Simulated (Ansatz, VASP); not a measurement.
## Ni (free-standing triangular Ni monolayer, spacing 2.778 A): VASP beside Ansatz

Aim: how closely do two programs agree when they are given the same cell, functional and k mesh? The cell is taken from a series of runs on this material, whose earlier steps may have relaxed, scaled, displaced or heated it; both programs get it as it stands.

Calculated with Ansatz 0.2.0; plane waves, with VASP 6.6.1 beside it; single point at PBEsol.

## (1) Starting point

The cell holds 1 atom: 1 Ni. Cell: a = 2.778 Å, b = 2.778 Å, c = 14.000 Å, α = 90.0°, β = 90.0°, γ = 120.0°. As first built, before any earlier steps moved the atoms (in the runner's words): model lattice. Vacuum lies along c.

## (2) Ansatz: single point, PBEsol

Ansatz runs on its default PAW (the set named soft_2) files.

With cell and atoms fixed, the geometry can't cause a difference; cores, projectors, grids and the points listed under the comparison can.

File input.yaml:

```yaml
crystal:
  lattice:
    - [2.778, 0.0, 0.0]
    - [-1.389, 2.405819, 0.0]
    - [0.0, 0.0, 14.0]
  atoms:
    - { symbol: Ni, position: [0.0, 0.0, 0.5], spin: 1.0 }
magnetization:
  spin_polarized: true
kpoints:
  mp_grid: { grid: [9, 9, 1] }
hamiltonian:
  xc: pbesol
scf:
  occupations: { method: fermi_dirac, width: 0.1 }
  max_iter: 120
  convergence: { dr2_threshold: 1.0e-08 }
output:
  write_density: true
  write_potential: true
  elf: true
  volumetric_format: npy
```

The run is started by

```console
ansatz run input.yaml --threads 1 --pin off --max-ram 3072MiB --backend cpu --events-out ev --progress --plain --runs-dir out
```

Numbers of over 12 decimals in the logs are rounded to 6 here.

The program printed:

```text
Engine: ansatz 0.2.0, aarch64-unknown-linux-gnu
Pseudopotentials: kind: paw
Pseudopotential: Ni, paw, valence charge 18, recommended cutoff 420 eV (normal), Ni.paw.azcp
Functional definition: PBEsol
  exchange = pbesol_x
  correlation = pbesol_c
Crystal: 1 atoms, lattice volume = 93.567 Å³
Basis set: ecut = 420 eV, 1847 PW (Γ)
Bands: 14, of which v1, the nominal top of the filled ones, is band 9 counted from 1 (8 counted from 0)
Symmetry: 24 space group operations
Space group: P6/mmm (ITA 191), of the structure as read, at distance tolerance 4.5e-5 Å
Magnetic group: BNS 191.233 (UNI 1463), of the structure as read, at distance tolerance 4.5e-5 Å
k-points: 12 of 81
Non-local potential: Ni, projectors of the file, l = 0: 3, l = 1: 2, l = 2: 3, l = 3: 1
PAW form: soft (Blöchl's): semilocal exchange-correlation on the pseudo side does not see the compensation charge
PAW frozen core: Ni, regenerated for the run's functional, and the local potential with it (the file was generated under x = pbe(κ = 0.804, μ = 0.219515), c = pbe(β = 0.066725))
PAW one-centre angular grid: Ni, 590 points (default); XC on 64 Gauss nodes
Initial density: superposition of atomic densities (neutral atoms: chi_scale 0, normalization atom)
Starting moments: Σ|m| = 1 μB on 1 of 1 site
Initial wavefunctions: pseudopotential atomic-orbital guess
Functional: x = pbesol(κ = 0.804, μ = 0.123457), c = pbesol(β = 0.046)
SCF iter   1: F=—  HF=-5801.776631 eV  |F-HF|=—  |Δ(HF+E_count)|=         —  Δρ=2.20e-2 (↑2.20e-2 ↓9.29e-3)  dr2=7.12e-1  dr2_m=4.55e-2  M=0.964 μB ∫|m|=1.056 μB  β_m=0.30  ethr=3.10e-3  ⟨swp⟩=5.9  Hψ=1844  notcnv=0
Mixer restart at iter 1: flushing history
preconditioner: auto → LDOS  [metal: Δε(μ)=0.014 eV  Ē_g=7.741 eV  σ=0.100 eV  W_gap=0.03  n_scr=8 (ndim 8)  ℏωp=12.1 eV  f_vac=0.704  D(μ)=4.69/eV (n_scr^D=54)]
spin=Collinear: LDOS preconditioning applied to the charge; magnetization (m = ρ↑ − ρ↓) channel mixes plain (no charge-response kernel on spin).
SCF iter   2: F=—  HF=-5802.165202 eV  |F-HF|=—  |Δ(HF+E_count)|=   3.89e-1  Δρ=1.15e-2 (↑1.15e-2 ↓3.93e-3)  dr2=2.04e-1  dr2_m=2.07e-2  M=0.947 μB ∫|m|=1.064 μB  β_m=0.47  ethr=3.10e-3  ⟨swp⟩=2.8  Hψ=732  notcnv=0  defer=2
SCF iter   3: F=—  HF=-5802.598257 eV  |F-HF|=—  |Δ(HF+E_count)|=   4.33e-1  Δρ=4.91e-3 (↑4.91e-3 ↓4.29e-3)  dr2=6.29e-2  dr2_m=1.58e-3  M=0.916 μB ∫|m|=1.056 μB  β_m=0.65  ethr=1.14e-3  ⟨swp⟩=3.0  Hψ=655  notcnv=0  defer=2
SCF iter   4: F=—  HF=-5802.721954 eV  |F-HF|=—  |Δ(HF+E_count)|=   1.24e-1  Δρ=1.97e-3 (↑1.35e-3 ↓1.97e-3)  dr2=1.81e-3  dr2_m=1.72e-3  M=0.913 μB ∫|m|=1.062 μB  β_m=0.82  ethr=3.50e-4  ⟨swp⟩=2.8  Hψ=685  notcnv=0  defer=2
SCF iter   5: F=—  HF=-5802.727045 eV  |F-HF|=—  |Δ(HF+E_count)|=   5.09e-3  Δρ=7.10e-4 (↑3.29e-4 ↓7.10e-4)  dr2=7.60e-5  dr2_m=1.65e-4  M=0.913 μB ∫|m|=1.059 μB  β_m=0.87  ethr=1.01e-5  ⟨swp⟩=2.2  Hψ=619  notcnv=0  defer=2
SCF iter   6: F=—  HF=-5802.727184 eV  |F-HF|=—  |Δ(HF+E_count)|=   1.39e-4  Δρ=4.15e-4 (↑1.46e-4 ↓4.15e-4)  dr2=3.06e-5  dr2_m=4.48e-5  M=0.913 μB ∫|m|=1.059 μB  β_m=0.93  ethr=4.22e-7  ⟨swp⟩=2.2  Hψ=512  notcnv=0  defer=2
SCF iter   7: F=—  HF=-5802.727262 eV  |F-HF|=—  |Δ(HF+E_count)|=   7.86e-5  Δρ=1.41e-4 (↑8.14e-5 ↓1.41e-4)  dr2=3.48e-6  dr2_m=1.03e-5  M=0.913 μB ∫|m|=1.060 μB  β_m=0.97  ethr=1.70e-7  ⟨swp⟩=2.0  Hψ=550  notcnv=0  defer=2
SCF iter   8: F=—  HF=-5802.727265 eV  |F-HF|=—  |Δ(HF+E_count)|=   2.38e-6  Δρ=5.86e-5 (↑2.66e-5 ↓5.86e-5)  dr2=7.11e-7  dr2_m=1.44e-6  M=0.913 μB ∫|m|=1.060 μB  β_m=0.98  ethr=1.93e-8  ⟨swp⟩=1.5  Hψ=416  notcnv=0  defer=3
SCF iter   9: F=—  HF=-5802.727265 eV  |F-HF|=—  |Δ(HF+E_count)|=   6.77e-8  Δρ=1.05e-5 (↑3.27e-6 ↓1.05e-5)  dr2=2.46e-8  dr2_m=2.56e-8  M=0.913 μB ∫|m|=1.060 μB  β_m=0.88  ethr=3.95e-9  ⟨swp⟩=2.3  Hψ=476  notcnv=0  defer=3
SCF iter  10: F=—  HF=-5802.727265 eV  |F-HF|=—  |Δ(HF+E_count)|=   2.74e-8  Δρ=1.40e-6 (↑6.98e-7 ↓1.40e-6)  dr2=1.55e-9  dr2_m=2.61e-10  M=0.913 μB ∫|m|=1.060 μB  β_m=0.94  ethr=1.37e-10  ⟨swp⟩=2.1  Hψ=524  notcnv=0  defer=3
iter 11 met the thresholds in force, and the SCF goes on: an eigenvalue changes by 0.19 meV, over its tolerance of 0.16 meV (output.eigenvalues, Limitations)
SCF iter  11: F=-5802.727265 eV  HF=-5802.727265 eV  |F-HF|=7.31e-10  |Δ(HF+E_count)|=   2.05e-9  Δρ=7.49e-7 (↑5.01e-7 ↓7.49e-7)  dr2=7.55e-10  dr2_m=3.26e-11  M=0.913 μB ∫|m|=1.060 μB  β_m=0.72  ethr=8.61e-12  ⟨swp⟩=3.1  Hψ=1419  notcnv=0
SCF iter  12: F=-5802.727265 eV  HF=-5802.727265 eV  |F-HF|=4.18e-11  |Δ(HF+E_count)|=  7.09e-11  Δρ=3.83e-7 (↑4.62e-8 ↓3.83e-7)  dr2=4.02e-11  dr2_m=2.69e-11  M=0.913 μB ∫|m|=1.060 μB  ethr=4.20e-12  ⟨swp⟩=1.0  Hψ=892  notcnv=0
SCF 1 converged in 12 iterations: F = -5802.727265 eV  dr2 = 4.02e-11
  greatest PAW one-centre occupation: 1.002 electrons in one spin orbital (limit 2), on the Ni atom at site 0 (counted from 0), in its partial waves of l = 1
WARN: The output density's exchange-correlation potential varies sharply where the density is thin. Do not read a vacuum level from v_tot or v_xc, or from such a field of the output density. On a cell that repeats whose density bears no net charge and no dipole along the vacuum's axis use v_es (v_loc + v_h of the components); under efield.dipole_correction with no amplitude use v_es + v_field, which holds any externa [...]
SCF converged after 12 iterations
an eigenvalue changed by more than its tolerance at an iteration that met the thresholds in force, so the SCF went on 1 time: the last check found none over its tolerance
Magnetization: 0.9131 μB (9.4565 up, 8.5435 down)
Absolute magnetization: 1.0605 μB (∫|ρ↑−ρ↓|, with the PAW one-centre terms)
Spin contamination: 0.0226 ħ² per cell (⟨S²⟩ above its minimum at these occupations)
Per-site moments (μB) at R_I (Å): [(0.977781, 1.145925)]
Free energy (F): -5802.727265 eV
Harris-Foulkes:  -5802.727265 eV  (|F-HF|=4.18e-11)
Internal energy: -5802.611549 eV  (E = F + TS)
E sigma→0 (E₀):  -5802.669407 eV
Entropy (-TS):   -0.115715 eV (-115.715 meV/atom)
Fermi energy:    -2.437436 eV
--- Per-component energies (eV) ---
  E_band       = -637.011802
  E_kinetic    = 277.240352
  E_local      = -12325.412815  (includes V_loc(G=0)·N_el)
  E_nonlocal   = 645.316737
  E_hartree    = 5701.867924
  E_xc         = -79.297483
  E_vxc        = -102.386978  (∫ρ·V_xc dr)
  E_paw        = -1601.579981  (= ΣΔE_a)
  E_vpaw       = -535.505088  (= ΣTr[D̂ρ^β])
  E_aug_tail   = 0.000473  (compensation charges beyond the density's cutoff)
  E_ewald      = 1579.055955
  E_core_change = 0.197289  (= ΣΔE_core)
  E_smearing   = -0.115715  (= −TS)
  E_closure    = -0.000000  (closes the sum)
  Σ components = -5802.727265   (vs F -5802.727265, Δ=0.00e0)
--- Band table (eV; the first three rows and the last of 24) ---
  k-point 0 ↑: bands = [... 5 lower, -4.0495, -4.0495, -3.8127, -3.3846, -3.3846, -0.9119, 2.4391, 3.5366, ... 1 higher]
  k-point 1 ↑: bands = [... 5 lower, -4.1138, -3.9459, -3.7528, -3.5721, -3.4041, -0.4512, 2.7505, 3.8697, ... 1 higher]
  k-point 2 ↑: bands = [... 5 lower, -4.1701, -3.9123, -3.6730, -3.5932, -3.4533, 0.7273, 3.6867, 4.8592, ... 1 higher]
  k-point 11 ↓: bands = [... 5 lower, -3.3970, -2.9780, -2.9780, -2.5539, 3.1607, 3.1607, 3.7504, 7.1036, ... 1 higher]
```

## (3) VASP: single point, PBEsol

The same cell, functional, mesh and smearing now go to VASP, with its own data sets.

Lines of VASP's logs that name or quote its potential files are left out, and so is its time.

File INCAR:

```
SYSTEM = Ni
PREC = Accurate
ENCUT = 520
EDIFF = 1E-06
NELM = 200
ISMEAR = -1
SIGMA = 0.1
LREAL = .FALSE.
ALGO = Normal
GGA = PS
NBANDS = 12
ISPIN = 2
MAGMOM = 0.98
LASPH = .TRUE.
LMAXMIX = 4
LORBIT = 11
LWAVE = .FALSE.
LCHARG = .FALSE.
ISIF = 2
GGA_COMPAT = .FALSE.
```

File POSCAR:

```
Ni
1.0
    2.7780000000      0.0000000000      0.0000000000
   -1.3890000000      2.4058190000      0.0000000000
    0.0000000000      0.0000000000     14.0000000000
Ni
1
Direct
    0.0000000000      0.0000000000      0.5000000000
```

File KPOINTS:

```
Automatic mesh
0
Gamma
9 9 1
0 0 0
```

The projector-augmented-wave data sets are Ni (PBE family, release 64).

The run is started by

```console
mpirun -np 1 vasp_std
```

The program printed:

```text
[banner, memory and clock lines left out]
running    1 mpi-ranks, on    1 nodes
 distrk:  each k-point on    1 cores,    1 groups
 distr:  one band on    1 cores,    1 groups

 POSCAR found type information on POSCAR Ni
 POSCAR found :  1 types and       1 ions
|                                                                             |
|               ----> ADVICE to this user running VASP <----                  |
|                                                                             |
|     You enforced a specific xc type in the INCAR file but a different       |
|     [... a line on the potential file left out ...]
|     I HOPE YOU KNOW WHAT YOU ARE DOING!                                     |
|                                                                             |

 LDA part: xc-table for (Slater+PW92), standard interpolation
 POSCAR, INCAR and KPOINTS ok, starting setup
 FFT: planning ... GRIDC
 FFT: planning ... GRID_SOFT
 FFT: planning ... GRID
 WAVECAR not read
 entering main loop
       N       E                     dE             d eps       ncg     rms          rms(c)
DAV:   1     0.399342168193E+02    0.39934E+02   -0.34904E+03   576   0.614E+02
DAV:   2    -0.335970272262E+01   -0.43294E+02   -0.40578E+02   628   0.137E+02
DAV:   3    -0.450277823098E+01   -0.11431E+01   -0.11377E+01   636   0.265E+01
DAV:   4    -0.451522501023E+01   -0.12447E-01   -0.12445E-01   752   0.324E+00
DAV:   5    -0.451547702727E+01   -0.25202E-03   -0.25200E-03   648   0.337E-01    0.761E+00
DAV:   6    -0.501588111528E+01   -0.50040E+00   -0.24665E+01   676   0.523E+01    0.119E+01
DAV:   7    -0.390397248029E+01    0.11119E+01   -0.54766E+00   632   0.240E+01    0.179E+00
DAV:   8    -0.390510074998E+01   -0.11283E-02   -0.26614E-01   592   0.419E+00    0.707E-01
DAV:   9    -0.391398922594E+01   -0.88885E-02   -0.16952E-02   608   0.861E-01    0.439E-01
DAV:  10    -0.391559231598E+01   -0.16031E-02   -0.38344E-03   592   0.596E-01    0.251E-01
DAV:  11    -0.391534873220E+01    0.24358E-03   -0.11794E-03   596   0.298E-01    0.137E-01
DAV:  12    -0.391556295102E+01   -0.21422E-03   -0.36874E-04   604   0.170E-01    0.760E-02
DAV:  13    -0.391555466019E+01    0.82908E-05   -0.31522E-04   600   0.197E-01    0.364E-02
DAV:  14    -0.391568921995E+01   -0.13456E-03   -0.64815E-05   592   0.735E-02    0.265E-02
[...]
DAV:  19    -0.391575087162E+01   -0.36856E-05   -0.43330E-06   588   0.198E-02    0.398E-03
DAV:  20    -0.391578402058E+01   -0.33149E-04   -0.34080E-06   608   0.128E-02    0.562E-03
DAV:  21    -0.391579516856E+01   -0.11148E-04   -0.18243E-06   592   0.737E-03    0.169E-03
DAV:  22    -0.391581814854E+01   -0.22980E-04   -0.10855E-06   592   0.609E-03    0.126E-03
DAV:  23    -0.391583211188E+01   -0.13963E-04   -0.59174E-07   584   0.282E-03    0.931E-04
DAV:  24    -0.391583608346E+01   -0.39716E-05   -0.83343E-08   572   0.177E-03    0.310E-04
DAV:  25    -0.391583759707E+01   -0.15136E-05   -0.31603E-08   580   0.734E-04    0.117E-04
DAV:  26    -0.391583789645E+01   -0.29938E-06   -0.77042E-09   564   0.313E-04
   1 F= -.39158379E+01 E0= -.38569199E+01  d E =-.117836E+00  mag=     0.9127
```

Parts of OUTCAR (step 3):

```text
ion  position               nearest neighbor table
   1  0.000  0.000  0.500-

  LATTYP: Found a hexagonal cell.
 ALAT       =     2.7780000000
 C/A-ratio  =     5.0395968323

 Subroutine GETGRP returns: Found 24 space group operations
 (whereof 24 operations were pure point group operations)

The static configuration has the point symmetry D_6h.

 Found     12 irreducible k-points:

   k-points           NKPTS =     12   k-points in BZ     NKDIM =     12   number of bands    NBANDS=     12

   dimension x,y,z NGX =    24 NGY =   24 NGZ =  108
   dimension x,y,z NGXF=    48 NGYF=   48 NGZF=  216

   ENCUT  =  520.0 eV  38.22 Ry    6.18 a.u.   5.17  5.17 26.03*2*pi/ulx,y,z

   NELECT =      10.0000    total number of electrons

 k-points in reciprocal lattice and weights: Automatic mesh
   0.00000000  0.00000000  0.00000000       0.012
   0.11111111  0.00000000  0.00000000       0.074
   0.22222222  0.00000000  0.00000000       0.074
   0.33333333  0.00000000  0.00000000       0.074
   0.44444444  0.00000000  0.00000000       0.074
   0.11111111  0.11111111  0.00000000       0.074
   0.22222222  0.11111111  0.00000000       0.148
   0.33333333  0.11111111  0.00000000       0.148
   0.44444444  0.11111111  0.00000000       0.074
   0.22222222  0.22222222  0.00000000       0.074
   0.33333333  0.22222222  0.00000000       0.148
   0.33333333  0.33333333  0.00000000       0.025

 average (electrostatic) potential at core
       1 -93.9213

 E-fermi :  -3.4614

 spin component 1
 k-point     1 :       0.0000    0.0000    0.0000
  band No.  band energies     occupation
    ...
      2      -5.0576      1.00000
      3      -5.0576      1.00000
      4      -4.8270      1.00000
      5      -4.3930      0.99991
      6      -4.3930      0.99991
      7      -1.9107      0.00000
      8       1.4028      0.00000
      9       2.5238      0.00000
     10       2.8904      0.00000
     11       5.9560      0.00000
    ...

 k-point     2 :       0.1111    0.0000    0.0000
  band No.  band energies     occupation
    ...
      2      -5.1213      1.00000
      3      -4.9549      1.00000
      4      -4.7673      1.00000
      5      -4.5788      0.99999
      6      -4.4124      0.99993
      7      -1.4516      0.00000
      8       1.7146      0.00000
      9       2.8569      0.00000
     10       3.1964      0.00000
     11       6.2908      0.00000
    ...

 k-point     3 :       0.2222    0.0000    0.0000
  band No.  band energies     occupation
    ...
      2      -5.1742      1.00000
      3      -4.9165      1.00000
      4      -4.6840      1.00000
      5      -4.6072      0.99999
      6      -4.4612      0.99995
      7      -0.2750      0.00000
      8       2.6522      0.00000
      9       3.8463      0.00000
     10       4.1174      0.00000
     11       7.2837      0.00000
    ...

 k-point     4 :       0.3333    0.0000    0.0000
  band No.  band energies     occupation
    ...
      2      -5.1921      1.00000
      3      -4.5890      0.99999
      4      -4.5164      0.99997
      5      -4.3552      0.99987
      6      -4.0661      0.99764
      7       1.4375      0.00000
      8       4.1871      0.00000
      9       5.1992      0.00000
     10       5.4647      0.00000
     11       5.8348      0.00000
    ...

 k-point     5 :       0.4444    0.0000    0.0000
  band No.  band energies     occupation
      1      -6.0289      1.00000
      2      -5.3386      1.00000
      3      -4.5522      0.99998
      4      -4.4077      0.99992
      5      -4.1264      0.99871
      6      -2.0068      0.00000
      7       1.8032      0.00000
      8       3.5350      0.00000
      9       6.4664      0.00000
     10       6.8717      0.00000
    ...

 k-point     6 :       0.1111    0.1111    0.0000
  band No.  band energies     occupation
    ...
      2      -5.2371      1.00000
      3      -4.8180      1.00000
      4      -4.7295      1.00000
      5      -4.6568      0.99999
      6      -4.4571      0.99995
      7      -0.6454      0.00000
      8       2.3396      0.00000
      9       3.5183      0.00000
     10       3.8107      0.00000
     11       6.9552      0.00000
    ...

  Total       -3.7643125     -3.7643138     -0.0011215      0.0000000      0.0000000      0.0000000
  in kB      -64.4574357    -64.4574586     -0.0192040      0.0000000      0.0000000      0.0000000
  external PRESSURE =     -42.9780328 kB  Pullay stress =       0.0000000 kB

  energy-cutoff  :      520.00
  volume of cell :       93.57
      direct lattice vectors                 reciprocal lattice vectors
     2.778000000  0.000000000  0.000000000     0.359971202  0.207829434  0.000000000
    -1.389000000  2.405819000  0.000000000     0.000000000  0.415658867  0.000000000
     0.000000000  0.000000000 14.000000000     0.000000000  0.000000000  0.071428571

 POSITION                                       TOTAL-FORCE (eV/Angst)
 -----------------------------------------------------------------------------------
      0.00000      0.00000      7.00000        -0.000000      0.000000      0.000000
 -----------------------------------------------------------------------------------
    total drift:                               -0.000000      0.000000      0.000000

  FREE ENERGIE OF THE ION-ELECTRON SYSTEM (eV)
  ---------------------------------------------------
  free  energy   TOTEN  =        -3.9158378964 eV

  energy  without entropy=       -3.7980018155  energy(sigma->0) =       -3.85691986

 total charge
# of ion       s       p       d       tot
------------------------------------------
    1        0.415   0.152   8.236   8.803

 magnetization (x)
# of ion       s       p       d       tot
------------------------------------------
    1       -0.007  -0.016   0.985   0.961

[... 6 further parts left out ...]
```

The cell holds one magnetic atom, so no antiferromagnetic order fits into it.

## (4) Differences

Known differences besides the potentials themselves: VASP starts from the moments at which Ansatz ended; the data sets hold 18 valence electrons in Ansatz (on its default PAW (the set named soft_2) files) and 10 in VASP; the cutoff is 420 eV in Ansatz and 520 eV in VASP; Ansatz makes its cores anew for this functional, VASP keeps those of its PBE data sets; site moments are counted in spheres of each program's own size. Total energies have different zeros and are not compared.

The two programs side by side:

```csv
quantity,Ansatz,VASP,difference
total moment (μB),0.91,0.91,0.00
moment on Ni1 (μB),0.98,0.96,+0.02
```

With vacuum in the cell, a pressure given here is an average over mostly empty space and none of the material.

## (5) What came out

| Quantity | Value |
| --- | --- |
| difference in total moment (single point, PBEsol) | 3.5e-4 μB |

**Reading.** The difference in total moment is 3.5e-4 μB (single point, PBEsol). The data sets hold unlike numbers of valence electrons (18 in Ansatz and 10 in VASP), so part of the differences comes from the potentials. How closely two codes agree says nothing of how well the functional describes the real material.

[Lines on the potential files, build, host, timing and source positions are cut from VASP's logs without a mark.]

[Logs are printed without paths, hosts, clocks, repeated set-up lines and the standing remarks that a program may print on its own settings, such as how far it seeks lower states.]

[Hosts, paths, dates, database ids (printed as entryN), source tags and the programs' standing remarks are cut or masked in the printed files.]
